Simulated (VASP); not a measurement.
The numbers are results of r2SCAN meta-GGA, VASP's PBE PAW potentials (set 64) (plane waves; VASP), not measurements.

A VASP calculation is set up with these files.

KPOINTS:
```
Automatic mesh
0
Gamma
10 10 4
0 0 0
```

**INCAR**
```
! general
SYSTEM  = BN
PREC    = Accurate
ENCUT   = 520
LREAL   = .FALSE.   ! projection in real space or not
LASPH   = .TRUE.   ! aspherical one-centre terms

! electronic loop
EDIFF   = 1E-7   ! SCF stop (eV)
NELM    = 100
ALGO    = Normal
LMIXTAU = .TRUE.

! smearing
ISMEAR  = 0
SIGMA   = 0.05

! functional
METAGGA = R2SCAN

! ions
IBRION  = 2   ! conjugate gradients
NSW     = 30
ISIF    = 4   ! ions and shape, fixed volume
EDIFFG  = -0.01   ! ionic stop

! output
LWAVE   = .FALSE.
LCHARG  = .FALSE.
```

### POSCAR
```
BN
1.0
  1.2510513020  -2.1668848061   0.0000000000
  1.2510513020   2.1668848061   0.0000000000
  0.0000000000   0.0000000000   6.7168032252
B N
2 2
Direct
  0.3333330000   0.6666670000   0.2500000000
  0.6666670000   0.3333330000   0.7500000000
  0.6666670000   0.3333330000   0.2500000000
  0.3333330000   0.6666670000   0.7500000000
```

POTCAR, in this order: B N (PBE.64 set). Program: vasp_std.

### Question
Estimate the energy per atom (σ→0).

### Answer

```yaml
energy per atom (σ→0): -9.649 eV/atom
```

### OSZICAR
```
...
DAV:  17    -0.385946136927E+02   -0.59015E-05   -0.49485E-06  1132   0.252E-02    0.367E-03
DAV:  18    -0.385946256721E+02   -0.11979E-04   -0.28694E-06  1128   0.197E-02    0.580E-04
DAV:  19    -0.385946244444E+02    0.12277E-05   -0.84889E-08   924   0.388E-03    0.336E-04
DAV:  20    -0.385946257066E+02   -0.12622E-05   -0.51493E-08   768   0.299E-03    0.208E-04
DAV:  21    -0.385946252250E+02    0.48158E-06   -0.32732E-08   764   0.241E-03    0.128E-04
DAV:  22    -0.385946256802E+02   -0.45518E-06   -0.26865E-09   644   0.582E-04    0.105E-04
DAV:  23    -0.385946257011E+02   -0.20851E-07   -0.45077E-10   596   0.220E-04
   1 F= -.38594626E+02 E0= -.38594626E+02  d E =-.385946E+02
```

The compound is BN in the hex structure. It was relaxed first.
